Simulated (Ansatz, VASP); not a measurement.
One calculation of CsRe, two programs

File INCAR:

```
SYSTEM = CsRe
PREC = Accurate
ENCUT = 520
EDIFF = 1E-7
ISMEAR = -1
SIGMA = 0.05
LREAL = .False.
LASPH = .True.
NELM = 60
ALGO = Fast
ISIF = 2
LWAVE = .False.
LCHARG = .False.
GGA = PE
```

The input KPOINTS:

```
Automatic mesh
0
Gamma
  7 7 7
  0 0 0
```

Contents of POSCAR:

```
CsRe
1.0
   -0.0171115120      3.4223023900      3.4223023900
    3.4223023900     -0.0171115120      3.4223023900
    3.4051908780      3.4051908780      0.0000000000
Cs Re
1 1
Direct
    0.2500000000      0.2500000000      0.2500000000
    0.5000000000      0.5000000000      0.5000000000
```

File input.yaml:

```yaml
crystal:
  lattice:
    - [-0.017111512, 3.42230239, 3.42230239]
    - [3.42230239, -0.017111512, 3.42230239]
    - [3.405190878, 3.405190878, 0.0]
  atoms:
    - { symbol: Cs, position: [0.25, 0.25, 0.25] }
    - { symbol: Re, position: [0.5, 0.5, 0.5] }
hamiltonian:
  xc: pbe
  pseudopotentials: { kind: paw }
kpoints:
  mp_grid: { grid: [7, 7, 7] }
scf:
  occupations: { method: fermi_dirac, width: 0.05 }
output:
  forces: true
  stress: true
  eigenvalues: true
```

Change from the starting cell: strain = -0.01.

Alike in both runs: task single point; functional PBE; k mesh 7 × 7 × 7; occupations fermi-dirac, width 0.05 eV; no spin polarisation.

|  | VASP | Ansatz |
| --- | --- | --- |
| version | VASP 6.6.1 | Ansatz 0.2.0 |
| potentials or method | VASP PAW PBE potentials, release 64 (Cs_sv, Re) | Ansatz PAW |
| plane-wave cutoff (eV) | 520 | 420 |
| valence electrons in the cell | 16 | 24 |

Ansatz gave:

* gap on the k mesh at the Fermi level (eV): none
* pressure (GPa): -1.5
* rms of the force components (eV/Å): 0.004

Task: What did VASP give for the same quantities?

Result: gap on the k mesh at the Fermi level (eV): none; pressure (GPa): -0.8; rms of the force components (eV/Å): 0.009.

Atom by atom the forces differ by 0.005 eV/Å (rms over components). A gap of «none» marks a metal or a gap that the smearing closes. The functional is the same, so the differences come from potentials, cutoffs and numerics. The two sets of potentials don't hold the same shells in valence.

Spin-orbit coupling is left out, which matters for the levels of Cs, Re.
